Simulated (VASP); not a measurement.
These are PBEsol GGA, VASP's PBE PAW potentials (set 64) (plane waves; VASP 6.6.1) values and carry that method's errors.

A VASP calculation is set up with these files.

**KPOINTS**
```
Automatic mesh
0
Gamma
5 5 5
0 0 0
```

### INCAR
```
PREC=Accurate
GGA=PS   ! PBEsol
ISMEAR=0
LREAL=.False.   ! projection in real space or not
EDIFF=1E-7   ! SCF stop (eV)
LMAXMIX=4   ! l cut-off of mixed one-centre charges
SYSTEM=BaZrO3
LASPH=.True.
SIGMA=0.05
ISIF=2
LCHARG=.False.
ALGO=Normal
ENCUT=520   ! plane-wave cut-off (eV)
LWAVE=.False.
NELM=100   ! most electronic steps
```

POSCAR:
```
BaZrO3
1
    4.1044657955     0.0000000000     0.0000000000
    0.0000000000     4.1044657955     0.0000000000
    0.0000000000     0.0000000000     4.1044657955
Ba Zr O
1 1 3
Direct
  0.0000000000   0.0000000000   0.0000000000
  0.5000000000   0.5000000000   0.5000000000
  0.5000000000   0.0000000000   0.5000000000
  0.0000000000   0.5000000000   0.5000000000
  0.5000000000   0.5000000000   0.0000000000
```

POTCAR, in this order: Ba_sv Zr_sv O (PBE.64 set). Program: vasp_std.

The resulting files:

OUTCAR:
```
 ion  position               nearest neighbor table
   1  0.000  0.000  0.000-   3 2.90   4 2.90   5 2.90   3 2.90   4 2.90   4 2.90   5 2.90   4 2.90
                             3 2.90   5 2.90   3 2.90   5 2.90   2 3.55   2 3.55   2 3.55   2 3.55
   2  0.500  0.500  0.500-   3 2.05   4 2.05   5 2.05   5 2.05   3 2.05   4 2.05   1 3.55   1 3.55
                             1 3.55   1 3.55   1 3.55   1 3.55   1 3.55   1 3.55
   3  0.500  0.000  0.500-   2 2.05   2 2.05   1 2.90   1 2.90   1 2.90   1 2.90
   4  0.000  0.500  0.500-   2 2.05   2 2.05   1 2.90   1 2.90   1 2.90   1 2.90
   5  0.500  0.500  0.000-   2 2.05   2 2.05   1 2.90   1 2.90   1 2.90   1 2.90
  LATTYP: Found a simple cubic cell.
 ALAT       =     4.1044657955
 Subroutine PRICEL returns:
 Original cell was already a primitive cell.
 Subroutine GETGRP returns: Found 48 space group operations
The static configuration has the point symmetry O_h .
The dynamic configuration has the point symmetry O_h .
 Subroutine INISYM returns: Found 48 space group operations
 Subroutine IBZKPT returns following result:
 Found     10 irreducible k-points:

 Following reciprocal coordinates:
            Coordinates               Weight
  0.000000  0.000000  0.000000      1.000000
  0.200000  0.000000  0.000000      6.000000
  0.400000  0.000000  0.000000      6.000000
  0.200000  0.200000  0.000000     12.000000
...
```

File OSZICAR:
```
       N       E                     dE             d eps       ncg     rms          rms(c)
DAV:   1     0.332765979145E+03    0.33277E+03   -0.22341E+04   480   0.165E+03
DAV:   2    -0.295210980026E+02   -0.36229E+03   -0.35793E+03   640   0.402E+02
DAV:   3    -0.497539397237E+02   -0.20233E+02   -0.20216E+02   784   0.925E+01
DAV:   4    -0.502067620636E+02   -0.45282E+00   -0.45272E+00   656   0.113E+01
DAV:   5    -0.502144263985E+02   -0.76643E-02   -0.76641E-02   664   0.117E+00    0.351E+01
DAV:   6    -0.435398765952E+02    0.66745E+01   -0.40667E+01   560   0.430E+01    0.165E+01
DAV:   7    -0.434938894190E+02    0.45987E-01   -0.28403E+00   704   0.102E+01    0.920E+00
DAV:   8    -0.434662014661E+02    0.27688E-01   -0.23882E-01   656   0.410E+00    0.670E-01
DAV:   9    -0.434640097377E+02    0.21917E-02   -0.46191E-02   672   0.127E+00    0.425E-01
DAV:  10    -0.434644909945E+02   -0.48126E-03   -0.11536E-02   688   0.979E-01    0.205E-01
DAV:  11    -0.434642495258E+02    0.24147E-03   -0.13889E-03   624   0.340E-01    0.258E-02
DAV:  12    -0.434642596403E+02   -0.10114E-04   -0.81898E-05   664   0.682E-02    0.251E-02
DAV:  13    -0.434642601075E+02   -0.46717E-06   -0.52083E-06   704   0.180E-02    0.288E-03
DAV:  14    -0.434642599253E+02    0.18211E-06   -0.86167E-07   584   0.770E-03    0.886E-04
DAV:  15    -0.434642599446E+02   -0.19219E-07   -0.58115E-08   480   0.176E-03
   1 F= -.43464260E+02 E0= -.43464260E+02  d E =-.658323E-11
```

OUTCAR:
```
------------------------ aborting loop because EDIFF is reached ----------------------------------------
  FORCE on cell =-STRESS in cart. coord.  units (eV):
  Direction    XX          YY          ZZ          XY          YZ          ZX
  --------------------------------------------------------------------------------------
  Total        5.0237563      5.0237563      5.0237563     -0.0000000      0.0000000      0.0000000
  in kB      116.4043541    116.4043541    116.4043541     -0.0000000      0.0000000      0.0000000
  external PRESSURE =     116.4043541 kB  Pullay stress =       0.0000000 kB
  volume of cell :       69.15
      direct lattice vectors                 reciprocal lattice vectors
     4.104465796  0.000000000  0.000000000     0.243637065  0.000000000  0.000000000
     0.000000000  4.104465796  0.000000000     0.000000000  0.243637065  0.000000000
     0.000000000  0.000000000  4.104465796     0.000000000  0.000000000  0.243637065
 POSITION                                       TOTAL-FORCE (eV/Angst)
 -----------------------------------------------------------------------------------
      0.00000      0.00000      0.00000         0.000000      0.000000      0.000000
      2.05223      2.05223      2.05223         0.000000      0.000000      0.000000
      2.05223      0.00000      2.05223         0.000000      0.000000      0.000000
      0.00000      2.05223      2.05223         0.000000      0.000000      0.000000
      2.05223      2.05223      0.00000         0.000000      0.000000      0.000000
 -----------------------------------------------------------------------------------
    total drift:                                0.000000     -0.000000     -0.000000
  FREE ENERGIE OF THE ION-ELECTRON SYSTEM (eV)
  ---------------------------------------------------
  free  energy   TOTEN  =       -43.4642599446 eV

  energy  without entropy=      -43.4642599446  energy(sigma->0) =      -43.46425994
```
(Selected blocks of OUTCAR.)

The compound is BaZrO3 in the cubic perovskite structure. This cell is one point of a volume scan, at 0.94 of the reference volume.
